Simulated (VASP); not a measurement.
VASP ran on this input.

INCAR:
```
SYSTEM  =  TlCl
PREC  =  Accurate; ENCUT  =  520; LREAL  =  F
LASPH  =  T
EDIFF  =  1E-7; NELM  =  100; ALGO  =  Normal
LMAXMIX  =  4
ISMEAR  =  0; SIGMA  =  0.05
GGA  =  PE; IVDW  =  13
ISIF  =  2
LWAVE  =  F; LCHARG  =  F
```

POSCAR:
```
TlCl
1
    3.9229879936     0.0000000000     0.0000000000
    0.0000000000     3.9229879936     0.0000000000
    0.0000000000     0.0000000000     3.9229879936
Tl Cl
1 1
Direct
  0.0000000000   0.0000000000   0.0000000000
  0.5000000000   0.5000000000   0.5000000000
```

**KPOINTS**
```
Regular mesh
0
G
7 7 7
0 0 0
```

POTCAR, in this order: Tl_d Cl (PBE.64 set). Program: vasp_std.

### Question
Translate this PBE-D4 calculation to Ansatz.

### Answer
One equivalent input (not run):
Ansatz 0.2 input:
```yaml
crystal:
  lattice:
    - [3.9229880, 0.0000000, 0.0000000]
    - [0.0000000, 3.9229880, 0.0000000]
    - [0.0000000, 0.0000000, 3.9229880]
  atoms:
    - { symbol: Tl, position: [0.0000000, 0.0000000, 0.0000000] }
    - { symbol: Cl, position: [0.5000000, 0.5000000, 0.5000000] }
kpoints:
  mp_grid: { grid: [7, 7, 7] }
hamiltonian:
  xc: pbe
  dispersion: d4
  pseudopotentials: { kind: paw }
scf:
  occupations: { method: gaussian, width: 0.05 }
  max_iter: 100
output: { forces: true, stress: true, eigenvalues: true }
```
Limits of the translation: each code has its own PAW files, so the cut-off isn't converted (ENCUT is set for VASP's; basis.ecutwfc is left out, and Ansatz then takes the one that its files recommend); Ansatz stops its SCF on the density residual and VASP on the energy change (EDIFF).

The compound is TlCl in the CsCl type structure. This cell is one point of a volume scan, at 1.06 of the reference volume.
